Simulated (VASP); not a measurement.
Data:

```
Li2O
1.0
    0.00000     2.31000     2.31000
    2.31000     0.00000     2.31000
    2.31000     2.31000     0.00000
Li O
2 1
Cartesian
  1.15500   1.15500   1.15500
  3.46500   3.46500   3.46500
  0.00000   0.00000   0.00000
```

Level of theory: PBE GGA, VASP's PBE PAW potentials (set 64) (plane waves; VASP 6.6.1). Settings: 520 eV cut-off, Gaussian smearing of 0.050 eV, potentials Li_sv O.

Estimate the band gap (along the path) with the smallest direct gap where there is one.

- band gap (along the path) = 4.97 eV
- smallest direct gap (along the path) = 5.27 eV

Total energies compare only between runs with the same potentials, cut-off and functional.

The compound is Li2O in the antifluorite structure. The cell was not relaxed at this level.
